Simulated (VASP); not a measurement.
# Sn7MoO16 (a cell with a defect) in VASP: single point with PBEsol

Aim: the single point of Sn7MoO16 (a cell with a defect) with PBEsol.

All numbers are computed with VASP 6.6.1; they aren't measurements. Logs are shortened: lines on timing, memory, paths and dates and some standing lists are left out, and cuts for length are marked.

## (1) Starting point

The cell holds a defect, 24 atoms: a = 9.475 Å, b = 6.700 Å, c = 7.941 Å, α = 65.05°, β = 53.37°, γ = 45.00°.

## (2) Single point, PBEsol, collinear spin, ferromagnetic start

INCAR reads:

```
PREC     = Accurate       # precision mode
ENCUT    = 450            # plane-wave cutoff, eV
EDIFF    = 1E-5           # SCF threshold, eV
ISMEAR   = 0              # smearing method
SIGMA    = 0.03           # smearing width, eV
LREAL    = Auto         
LASPH    = T              # aspherical terms in the spheres
NELM     = 120            # most SCF steps
ALGO     = Normal         # electronic algorithm
ISIF     = 2              # what is computed and relaxed
LWAVE    = F              # write WAVECAR
LCHARG   = F              # write CHGCAR
ISPIN    = 2              # spin polarisation
MAGMOM   = 2 0 0 0 0 0 0 0 0 0 0 0 0 0 0 0 0 0 0 0 0 0 0 0 # initial moments
LORBIT   = 11             # projections on sites
NUPDOWN  = 2              # fixed moment
LMAXMIX  = 4              # l up to which the mixer works
GGA      = PS             # functional
ISYM     = 0
```

KPOINTS reads:

```
Automatic mesh
0
Gamma
  3 3 2
```

POSCAR reads:

```
Sn7MoO16                                
1.0
    9.4747000000      0.0000000000      0.0000000000
    4.7373500000      4.7373500000      0.0000000000
    4.7373500000      0.0000000000      6.3728000000
  Mo              Sn              O             
     1     7    16
Direct
     0.9979259055023969    0.0016605093627264    0.0002051026352050
     0.2467399933660438    0.0024702825600186    0.5014623381863150
     0.4979458258825663    0.0019342832601621    0.0002129180446996
     0.7488850432538859    0.0013040638707161    0.4990639988381569
     0.8725296090967104    0.5018360282427389    0.2503132734401857
     0.1233205199057400    0.5015673485549892    0.7497895791105381
     0.3736922689508976    0.5017425350109803    0.2491674517522591
     0.6223269784201018    0.5024059017977858    0.7508523208883849
     0.9982729527306247    0.3005915387483593    0.0001019629236289
     0.2487791602784226    0.3069900738194369    0.4996870663190968
     0.4984414750385383    0.3065584079076564    0.9999288770172722
     0.7483115839181921    0.3069362216899487    0.5004147781013989
     0.5675908248995195    0.8064134103154921    0.2499522470330664
     0.8176776644656009    0.8056314632280017    0.7507156150501882
     0.0680975049070434    0.8085592469471379    0.2455769880016375
     0.3133729901584818    0.8085895675965631    0.7543010380974062
     0.9974808739897759    0.7027675675691680    0.0000958677008965
     0.2470733169128099    0.6971387349684024    0.4999543489729567
     0.4976775869657368    0.6971545962669818    0.0000948527066220
     0.7481147750914316    0.6959063753477847    0.5000451105408578
     0.1780801157276670    0.1976552755997837    0.2495030317732854
     0.4280289085335995    0.1964101613098626    0.7506293064150753
     0.6822981818983564    0.1946363059729080    0.2462602514461722
     0.9278189401058480    0.1953121000524026    0.7548106750046996
```

Potentials or basis: VASP PAW PBE potentials, release 64 (Mo_sv, Sn_d, O).

The run is started by

```sh
> cat potpaw_PBE.64/Mo_sv/POTCAR potpaw_PBE.64/Sn_d/POTCAR potpaw_PBE.64/O/POTCAR > POTCAR
> mpirun -np 1 vasp_std > vasp.out
```

OUTCAR:

```text
PREC = Accurate
   ENCUT = 450
   EDIFF = 1E-5
   ISMEAR = 0
   LREAL = Auto
   LASPH = T
   NELM = 120
   ISIF = 2
   ISPIN = 2
   LORBIT = 11
   NUPDOWN = 2
   GGA = PS
   ISYM = 0

 ion  position               nearest neighbor table
   1  0.998  0.002  0.000-   9 2.00  17 2.01  24 2.03  15 2.03  16 2.03  23 2.03   2 3.18   4 3.18

   2  0.247  0.002  0.501-  10 2.05  18 2.05  24 2.07  16 2.07  13 2.07  21 2.07   1 3.18   3 3.19
                             6 3.70   6 3.71   8 3.71   8 3.71   5 3.71   5 3.71   7 3.72   7 3.72
   3  0.498  0.002  0.000-  11 2.04  19 2.04  13 2.06  22 2.06  21 2.06  14 2.06   4 3.19   2 3.19
                             7 3.71   8 3.71   7 3.71   5 3.71   8 3.71   6 3.71   6 3.71   5 3.71
   4  0.749  0.001  0.499-  20 2.05  12 2.05  23 2.07  14 2.07  15 2.07  22 2.07   1 3.18   3 3.19
                             5 3.70   5 3.71   7 3.71   7 3.71   6 3.71   8 3.71   6 3.71   8 3.72
   5  0.873  0.502  0.250-  13 2.04  21 2.04  12 2.06  20 2.06   9 2.09  17 2.09   6 3.19   8 3.19
                             4 3.70   4 3.71   3 3.71   2 3.71   3 3.71   2 3.71
   6  0.123  0.502  0.750-  22 2.04  14 2.04  18 2.06  10 2.06  17 2.09   9 2.09   5 3.19   7 3.19
                             2 3.70   2 3.71   3 3.71   4 3.71   3 3.71   4 3.71
   7  0.374  0.502  0.249-  19 2.06  11 2.06  23 2.06  15 2.06  10 2.06  18 2.06   8 3.18   6 3.19
                             3 3.71   3 3.71   4 3.71   4 3.71   2 3.72   2 3.72
   8  0.622  0.502  0.751-  19 2.06  11 2.06  16 2.06  20 2.06  24 2.06  12 2.06   7 3.18   5 3.19
                             2 3.71   3 3.71   3 3.71   2 3.71   4 3.71   4 3.72
   9  0.998  0.301  0.000-   1 2.00   5 2.09   6 2.09
  10  0.249  0.307  0.500-   2 2.05   6 2.06   7 2.06
  11  0.498  0.307  1.000-   3 2.04   8 2.06   7 2.06
  12  0.748  0.307  0.500-   4 2.05   5 2.06   8 2.06
  13  0.568  0.806  0.250-   5 2.04   3 2.06   2 2.07
  14  0.818  0.806  0.751-   6 2.04   3 2.06   4 2.07
[... 8 lines left out ...]
  23  0.682  0.195  0.246-   1 2.03   7 2.06   4 2.07
  24  0.928  0.195  0.755-   1 2.03   8 2.06   2 2.07

IMPORTANT INFORMATION: All symmetrisations will be switched off!
NOSYMM: (Re-)initialisation of all symmetry stuff for point group C_1.

----------------------------------------------------------------------------------------

                                     Primitive cell

  volume of cell :     286.0429

  direct lattice vectors                    reciprocal lattice vectors
     9.474700000  0.000000000  0.000000000     0.105544239 -0.105544239 -0.078458448
     4.737350000  4.737350000  0.000000000     0.000000000  0.211088478  0.000000000
     4.737350000  0.000000000  6.372800000     0.000000000  0.000000000  0.156916897

  length of vectors
     9.474700000  6.699624620  7.940721936     0.168626513  0.211088478  0.156916897

  position of ions in fractional coordinates (direct lattice)
     0.997925906  0.001660509  0.000205103
     0.246739993  0.002470283  0.501462338
     0.497945826  0.001934283  0.000212918
     0.748885043  0.001304064  0.499063999
     0.872529609  0.501836028  0.250313273
     0.123320520  0.501567349  0.749789579
[... 16 lines left out ...]
     0.682298182  0.194636306  0.246260251
     0.927818940  0.195312100  0.754810675

  ion indices of the primitive-cell ions
   primitive index   ion index
                 1           1
                 2           2
                 3           3
                 4           4
                 5           5
                 6           6
[... 16 lines left out ...]
                23          23
                24          24

----------------------------------------------------------------------------------------

 KPOINTS: Automatic mesh

Automatic generation of k-mesh.
 Grid dimensions read from file:
 generate k-points for:    3    3    2

 Generating k-lattice:

  Cartesian coordinates                     Fractional coordinates (reciprocal lattice)
     0.035181413 -0.035181413 -0.026152816     0.333333333  0.000000000 -0.000000000
     0.000000000  0.070362826  0.000000000     0.000000000  0.333333333  0.000000000
     0.000000000  0.000000000  0.078458448     0.000000000  0.000000000  0.500000000

  Length of vectors
     0.056208838  0.070362826  0.078458448

  Shift w.r.t. Gamma in fractional coordinates (k-lattice)
     0.000000000  0.000000000  0.000000000

 -----------------------------------------------------------------------------
|                                                                             |
|           W    W    AA    RRRRR   N    N  II  N    N   GGGG   !!!           |
|           W    W   A  A   R    R  NN   N  II  NN   N  G    G  !!!           |
|           W    W  A    A  R    R  N N  N  II  N N  N  G       !!!           |
[... 43 lines left out ...]
   PREC   = accura    normal or accurate (medium, high low for compatibility)
   ISTART =      0    job   : 0-new  1-cont  2-samecut
   ICHARG =      2    charge: 1-file 2-atom 10-const
   ISPIN  =      2    spin polarized calculation?
   LNONCOLLINEAR =      F non collinear calculations
   LSORBIT =      F    spin-orbit coupling
   LASPH  =      T    aspherical Exc in radial PAW
   ENCUT  =  450.0 eV  33.07 Ry    5.75 a.u.  16.39 11.59 13.73*2*pi/ulx,y,z
   NELM   =    120;   NELMIN=  2; NELMDL= -5     # of ELM steps
   EDIFF  = 0.1E-04   stopping-criterion for ELM
   LREAL  =      T    real-space projection
   EDIFFG = 0.1E-03   stopping-criterion for IOM
   NSW    =      0    number of steps for IOM
   IBRION =     -1    ionic relax: 0-MD 1-quasi-New 2-CG
   NFREE  =      0    steps in history (QN), initial steepest desc. (CG)
   ISIF   =      2    stress and relaxation
   ISYM   =      0    0-nonsym 1-usesym 2-fastsym
   POTIM  = 0.5000    time-step for ionic-motion
   TEBEG  =    0.0;   TEEND  =   0.0 temperature during run
   PSTRESS=    0.0 pullay stress
   NELECT =     208.0000    total number of electrons
   NUPDOWN=       2.0000    fix difference up-down
   EMIN   =  10.00;   EMAX   =-10.00  energy-range for DOS
   EFERMI =   0.00;   METHOD = LEGACY
   ISMEAR =     0;   SIGMA  =   0.03  broadening in eV -4-tet -1-fermi 0-gaus
   EFERMI_NEDOS =   21; number of points for ismear=-14 and -15
   IALGO  =     38    algorithm
   IMIX   =      4    mixing-type and parameters
     AMIX     =   0.40;   BMIX     =  1.00
     AMIX_MAG =   1.60;   BMIX_MAG =  1.00
  volume/ion in A,a.u.               =      11.92        80.43
  Fermi-wavevector in a.u.,A,eV,Ry     =   1.472150  2.781961 29.486913  2.167227
  Thomas-Fermi vector in A             =   2.587200
   LORBIT       =     11    0 simple, 1 ext, 2 COOP (PROOUT), +10 PAW based schemes
   GGA     = PS    functional components
   LHFCALC =     F    Hartree Fock is set to
   AEXX    =    0.0000 exact exchange contribution
   IVDW    =     0    specifies the selected vdW correction
   LEPSILON=     F    determine dielectric tensor
   LRPA    =     F    only Hartree local field effects (RPA)
 spin polarized calculation
 Gauss-broadening in eV      SIGMA  =   0.03
  energy-cutoff  :      450.00
  volume of cell :      286.04
 maximum number of plane-waves:      6215
 NGX is ok and might be reduce to    70
   NGX = 33   NGY = 23   NGZ = 27

 number of electron     208.0000016 magnetization       2.0000000

 Free energy of the ion-electron system (eV)
  ---------------------------------------------------
  ext. energy  EPLUGINS =         0.00000000
  ---------------------------------------------------
  free energy    TOTEN  =      -166.06662593 eV

  energy without entropy =     -166.06214113  energy(sigma->0) =     -166.06438353

 E-fermi :   6.1109     XC(G=0): -11.5493

 val. band max:        8.2930131788   @ k =  -0.3333   0.3333   0.5000
 cond. band min:       7.4853321521   @ k =   0.0000   0.0000   0.0000
 fundamental gap:     -0.8076810268
 Fermi energy:         8.2948809260

 spin component 1

 k-point     1 :       0.0000    0.0000    0.0000
  band No.  band energies     occupation
      1     -54.7435      1.00000
      2     -28.9990      1.00000
      3     -28.9327      1.00000
      4     -28.9163      1.00000
      5     -15.0921      1.00000
      6     -14.8791      1.00000
[... 1179 lines left out ...]
    115      12.5402      0.00000
    116      12.8878      0.00000
 Fermi energy:         6.1109118914

 spin component 2

 k-point     1 :       0.0000    0.0000    0.0000
  band No.  band energies     occupation
      1     -53.6930      1.00000
      2     -28.0368      1.00000
      3     -27.7716      1.00000
      4     -27.6423      1.00000
      5     -15.0823      1.00000
      6     -14.8705      1.00000
[... 1179 lines left out ...]
    115      12.8193      0.00000
    116      13.1001      0.00000
 [bands above 116 left out]

------------------------ aborting loop because EDIFF is reached ----------------------------------------

  FORCE on cell =-STRESS in cart. coord.  units (eV):
  Direction    XX          YY          ZZ          XY          YZ          ZX
  --------------------------------------------------------------------------------------
  -------------------------------------------------------------------------------------
  Total        3.1815470      3.0837332      7.2706788     -0.6872859     -0.0020772      0.0196071
  in kB       17.8204103     17.2725376     40.7243644     -3.8496106     -0.0116346      0.1098227
  external PRESSURE =      25.2724374 kB  Pullay stress =       0.0000000 kB

 VOLUME and BASIS-vectors are now :
 -----------------------------------------------------------------------------
  energy-cutoff  :      450.00
  volume of cell :      286.04
      direct lattice vectors                 reciprocal lattice vectors
     9.474700000  0.000000000  0.000000000     0.105544239 -0.105544239 -0.078458448
     4.737350000  4.737350000  0.000000000     0.000000000  0.211088478  0.000000000
     4.737350000  0.000000000  6.372800000     0.000000000  0.000000000  0.156916897

 POSITION                                       TOTAL-FORCE (eV/Angst)
 -----------------------------------------------------------------------------------
      9.46389      0.00787      0.00131        -0.003366      0.000704      0.009704
      4.72509      0.01170      3.19572        -0.002080     -0.003816     -0.098301
      4.72806      0.00916      0.00136        -0.006936      0.001091     -0.001245
      9.46588      0.00618      3.18044         0.000797      0.003069      0.073858
     11.83015      2.37737      1.59520         0.006727     -0.004936     -0.000349
      7.09654      2.37610      4.77826        -0.000659     -0.000141     -0.001499
[... 16 lines left out ...]
      8.55325      0.92206      1.56937         0.163516     -0.161494     -0.213268
     13.29187      0.92526      4.81026         0.145119     -0.154127      0.189665
 -----------------------------------------------------------------------------------
    total drift:                                0.008753     -0.008638     -0.005878

  FREE ENERGIE OF THE ION-ELECTRON SYSTEM (eV)
  ---------------------------------------------------
  free  energy   TOTEN  =      -166.0666259294 eV

  energy  without entropy=     -166.0621411298  energy(sigma->0) =     -166.06438353

 total charge

# of ion       s       p       d       tot
------------------------------------------
    1        2.307   6.259   3.626  12.193
    2        0.900   1.095  10.383  12.377
    3        0.888   1.118  10.395  12.402
    4        0.900   1.095  10.383  12.377
    5        0.898   1.100  10.379  12.377
    6        0.898   1.099  10.379  12.376
[... 16 lines left out ...]
   23        1.567   3.487   0.000   5.054
   24        1.567   3.487   0.000   5.054
--------------------------------------------------
tot         33.656  69.849  76.315 179.821

 magnetization (x)

# of ion       s       p       d       tot
------------------------------------------
    1        0.018   0.014   1.505   1.537
    2        0.024   0.007   0.002   0.033
    3        0.005   0.001   0.001   0.006
    4        0.024   0.007   0.002   0.033
    5        0.016   0.006   0.002   0.024
    6        0.016   0.006   0.002   0.024
[... 16 lines left out ...]
   23        0.000   0.012   0.000   0.013
   24        0.000   0.012   0.000   0.012
--------------------------------------------------
tot          0.155   0.139   1.519   1.813
```

It took 30 min on 1 thread of Intel Xeon Platinum 8488C (Sapphire Rapids), shared host; peak memory 0.79 GiB.

Results:

```
Free energy                                           : -166.0666 eV
Largest force                                         : 0.314 eV/Å
Net moment                                            : 2.00 μB per cell
Site moments                                          : Mo +1.54; Sn +0.03, +0.01, +0.02; O -0.01, +0.01, +0.00 μB
Valence electrons inside the program's atomic spheres : Mo 12.19; Sn 12.38, 12.40; O 5.04, 5.06, 5.07, 5.05
```

Forces on the atoms (eV/Å):
```
Mo  -0.003  0.001  0.010
Sn  -0.002 -0.004 -0.098
Sn  -0.007  0.001 -0.001
Sn   0.001  0.003  0.074
Sn   0.007 -0.005  0.000
Sn  -0.001  0.000 -0.001
Sn  -0.014 -0.003 -0.036
Sn  -0.001 -0.019  0.043
O   -0.159 -0.154 -0.003
O   -0.005  0.001  0.017
O    0.011  0.007  0.005
O    0.001 -0.001 -0.001
O    0.011  0.000 -0.007
O    0.011  0.010  0.009
O   -0.165  0.160 -0.192
O   -0.146  0.161  0.197
O    0.164  0.165  0.002
O    0.001 -0.005  0.012
O   -0.009 -0.003  0.001
O   -0.010  0.006  0.000
O    0.006 -0.015  0.000
O    0.001  0.009 -0.005
O    0.164 -0.161 -0.213
O    0.145 -0.154  0.190
```

Caveat: the k mesh is coarse (spacing up to 0.49 Å⁻¹), so the values aren't converged; the cutoff is under 1.25 times the usual one of these potentials, so pressure, stress and relaxed cells hold a basis-set (Pulay) error; the PAW data sets were made with another functional, which shifts forces and pressure a little; the total moment is fixed, so each spin has its own Fermi level.
